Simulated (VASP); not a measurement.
Calculation: PBEsol GGA, VASP's PBE PAW potentials (set 64) (plane waves; VASP 6.6.1).

VASP ran on this input.

File POSCAR:
```
Be3HgSe4
1
    0.0000000000     2.6636101477     2.6636101477
    2.6636101477     0.0000000000     2.6636101477
   10.8861629848    10.8861629848    -0.2317223937
Hg Se Be
1 4 3
Direct
  0.0184287879   0.0184287879   0.9861784091
  0.2027555518   0.2027555518   0.0979333361
  0.2324742972   0.2324742972   0.3256442771
  0.2587964237   0.2587964237   0.5559026823
  0.2881320852   0.2881320852   0.7839009361
  0.9728243611   0.9728243611   0.2703817292
  0.0003998000   0.0003998000   0.4997001500
  0.0261886930   0.0261886930   0.7303584802
```

KPOINTS:
```
Automatic mesh
0
Gamma
  8 8 2
0 0 0
```

**INCAR**
```
# general
SYSTEM  = Be3HgSe4
PREC    = Accurate
ENCUT   = 400
LREAL   = .FALSE.   # projection in real space or not
LASPH   = .TRUE.

# electronic loop
EDIFF   = 1E-7
NELM    = 100
ALGO    = Normal
LMAXMIX = 6   # l cut-off of mixed one-centre charges

# smearing
ISMEAR  = -5   # tetrahedra, Bloechl

# functional
GGA     = PS

# ions
ISIF    = 2   # forces and stress, cell fixed

# output
LWAVE   = .FALSE.
LCHARG  = .TRUE.
LORBIT  = 11
NEDOS   = 601   # DOS grid

# other
LEFG    = .TRUE.
```

POTCAR, in this order: Hg Se Be (PBE.64 set). Program: vasp_std.

The run wrote:

File OSZICAR:
```
       N       E                     dE             d eps       ncg     rms          rms(c)
DAV:   1     0.198653198539E+03    0.19865E+03   -0.15720E+04  1040   0.113E+03
DAV:   2    -0.180851285976E+02   -0.21674E+03   -0.21206E+03  1250   0.246E+02
DAV:   3    -0.332244947663E+02   -0.15139E+02   -0.15063E+02  1350   0.704E+01
DAV:   4    -0.334298263883E+02   -0.20533E+00   -0.20497E+00  1312   0.845E+00
DAV:   5    -0.334325595277E+02   -0.27331E-02   -0.27317E-02  1392   0.965E-01    0.109E+01
DAV:   6    -0.324744638441E+02    0.95810E+00   -0.20967E+00  1310   0.192E+01    0.844E+00
DAV:   7    -0.324088120679E+02    0.65652E-01   -0.14588E+00  1198   0.717E+00    0.326E+00
DAV:   8    -0.323966513923E+02    0.12161E-01   -0.33776E-01  1262   0.573E+00    0.119E+00
DAV:   9    -0.323937948565E+02    0.28565E-02   -0.44568E-02  1274   0.229E+00    0.290E-01
DAV:  10    -0.323934543906E+02    0.34047E-03   -0.47638E-03  1262   0.495E-01    0.125E-01
DAV:  11    -0.323934620760E+02   -0.76855E-05   -0.92897E-04  1264   0.219E-01    0.508E-02
DAV:  12    -0.323934498482E+02    0.12228E-04   -0.15908E-04  1312   0.808E-02    0.277E-02
DAV:  13    -0.323934650764E+02   -0.15228E-04   -0.48273E-05  1216   0.472E-02    0.127E-02
DAV:  14    -0.323934646581E+02    0.41829E-06   -0.49469E-06  1310   0.162E-02    0.538E-03
DAV:  15    -0.323934651085E+02   -0.45042E-06   -0.27420E-06  1176   0.755E-03    0.284E-03
DAV:  16    -0.323934649652E+02    0.14330E-06   -0.28105E-07  1072   0.321E-03    0.127E-03
DAV:  17    -0.323934649632E+02    0.20564E-08   -0.10172E-07   638   0.160E-03
   1 F= -.32393465E+02 E0= -.32393465E+02  d E =0.000000E+00
```

OUTCAR:
```
------------------------ aborting loop because EDIFF is reached ----------------------------------------
  FORCE on cell =-STRESS in cart. coord.  units (eV):
  Direction    XX          YY          ZZ          XY          YZ          ZX
  --------------------------------------------------------------------------------------
  Total        0.0098537      0.0098537      0.0098537      0.0055108     -0.0055108     -0.0055108
  in kB        0.1011267      0.1011267      0.1011267      0.0565564     -0.0565564     -0.0565564
  external PRESSURE =       0.1011267 kB  Pullay stress =       0.0000000 kB
  volume of cell :      156.11
      direct lattice vectors                 reciprocal lattice vectors
     0.000000000  2.663610148  2.663610148    -0.185738349  0.189691967  0.185738349
     2.663610148  0.000000000  2.663610148     0.189691967 -0.185738349  0.185738349
    10.886162985 10.886162985 -0.231722394     0.045446183  0.045446183 -0.045446183
 POSITION                                       TOTAL-FORCE (eV/Angst)
 -----------------------------------------------------------------------------------
     10.78479     10.78479     -0.13035        -0.007968     -0.007968      0.007968
      1.60618      1.60618      1.05743         0.007820      0.007820     -0.007820
      4.16424      4.16424      1.16298         0.004816      0.004816     -0.004816
      6.74098      6.74098      1.24985        -0.000362     -0.000362      0.000362
      9.30114      9.30114      1.35330        -0.000187     -0.000187      0.000187
      5.53464      5.53464      5.11980         0.001362      0.001362     -0.001362
      5.44088      5.44088     -0.11366         0.000854      0.000854     -0.000854
      8.02056      8.02056     -0.02973        -0.006336     -0.006336      0.006336
 -----------------------------------------------------------------------------------
    total drift:                                0.000008      0.000008     -0.000004
  FREE ENERGIE OF THE ION-ELECTRON SYSTEM (eV)
  ---------------------------------------------------
  free  energy   TOTEN  =       -32.3934649632 eV

  energy  without entropy=      -32.3934649632  energy(sigma->0) =      -32.39346496

 total charge

# of ion       s       p       d       tot
------------------------------------------
    1        0.718   0.465   9.384  10.568
    2        1.449   2.416   0.039   3.905
    3        1.429   2.477   0.029   3.935
    4        1.428   2.479   0.029   3.935
    5        1.432   2.426   0.033   3.892
    6        0.364   0.559   0.000   0.923
    7        0.365   0.563   0.000   0.928
    8        0.367   0.566   0.000   0.933
--------------------------------------------------
tot          7.553  11.951   9.514  29.018

 Electric field gradients after diagonalization (V/A^2)
 (convention: |V_zz| > |V_xx| > |V_yy|)
----------------------------------------------------------------------
 ion       V_xx      V_yy      V_zz     asymmetry (V_yy - V_xx)/ V_zz
----------------------------------------------------------------------
   1      69.394    69.394  -138.787       0.000
   2     -62.716   -62.715   125.431       0.000
   3      10.390    10.390   -20.781       0.000
   4       9.545     9.544   -19.089       0.000
   5     -50.492   -50.492   100.985       0.000
   6       0.113     0.113    -0.227       0.000
   7       0.827     0.826    -1.653       0.000
   8       0.569     0.569    -1.138       0.000
```
(Selected blocks of OUTCAR.)

File OUTCAR:
```
 val. band max:        3.8554162566   @ k =   0.0000   0.0000   0.0000

 cond. band min:       4.6104097450   @ k =   0.0000   0.0000   0.0000


 Fermi energy:         3.8680018656

 k-point     1 :       0.0000    0.0000    0.0000
  band No.  band energies     occupation
      1     -11.0538      2.00000
      2     -10.5408      2.00000
      3     -10.2047      2.00000
      4      -9.6182      2.00000
      5      -3.9571      2.00000
      6      -3.6468      2.00000
      7      -3.6468      2.00000
      8      -3.1957      2.00000
      9      -3.1936      2.00000
     10      -3.1936      2.00000
     11      -1.1305      2.00000
     12      -0.5601      2.00000
     13       1.2441      2.00000
     14       1.2441      2.00000
     15       1.6802      2.00000
     16       1.6802      2.00000
     17       2.0973      2.00000
     18       2.0973      2.00000
     19       2.4391      2.00000
     20       3.8554      2.00000
     21       3.8554      2.00000
     22       4.6104      0.00000
     23       6.1845      0.00000
     24       6.3352      0.00000
     25       6.5405      0.00000
     26       7.4681      0.00000

 k-point     2 :       0.1250    0.0000   -0.0000
  band No.  band energies     occupation
      1     -10.9355      2.00000
      2     -10.4679      2.00000
      3     -10.0752      2.00000
      4      -9.5637      2.00000
      5      -3.9198      2.00000
      6      -3.6597      2.00000
      7      -3.6149      2.00000
      8      -3.2486      2.00000
      9      -3.1777      2.00000
     10      -2.9599      2.00000
     11      -1.4215      2.00000
     12      -0.2231      2.00000
     13       0.4815      2.00000
     14       0.8441      2.00000
     15       0.9639      2.00000
     16       1.3373      2.00000
     17       1.4391      2.00000
     18       1.9489      2.00000
     19       2.1331      2.00000
     20       3.1359      2.00000
     21       3.7132      2.00000
     22       5.0680      0.00000
...
```

Unless said otherwise, spin-orbit coupling is left out, though it shifts the bands of the heavy elements here.

The structure was generated: Be3HgSe4 was put into an ordered model structure (R3m), which need not be its known phase. It was relaxed first.
